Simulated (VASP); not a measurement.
Input:

```yaml
crystal:
  lattice:
    - [3.83612, 0.00000, 0.00000]
    - [0.00000, 3.83612, 0.00000]
    - [0.00000, 0.00000, 4.78730]
  atoms:
    - { symbol: Sn, position: [0.50000, 0.00000, 0.75756] }
    - { symbol: Sn, position: [0.00000, 0.50000, 0.24244] }
    - { symbol: O, position: [0.50000, 0.50000, 0.00000] }
    - { symbol: O, position: [0.00000, 0.00000, 0.00000] }
```

All values below come from optB86b-vdW, VASP's PBE PAW potentials (set 64) (plane waves; VASP 6.6.1). Settings: 520 eV cut-off, 7×7×5 Γ-centred mesh, tetrahedra with Blöchl corrections, potentials Sn_d O.

Task: Estimate the energy per atom (σ→0).

Result: 
| Quantity | Result |
|---|---|
| energy per atom (σ→0) | -3.373 eV/atom |

The absolute energy has meaning only against runs of the same code, potentials and settings.

The compound is SnO in the litharge structure. It was relaxed first.
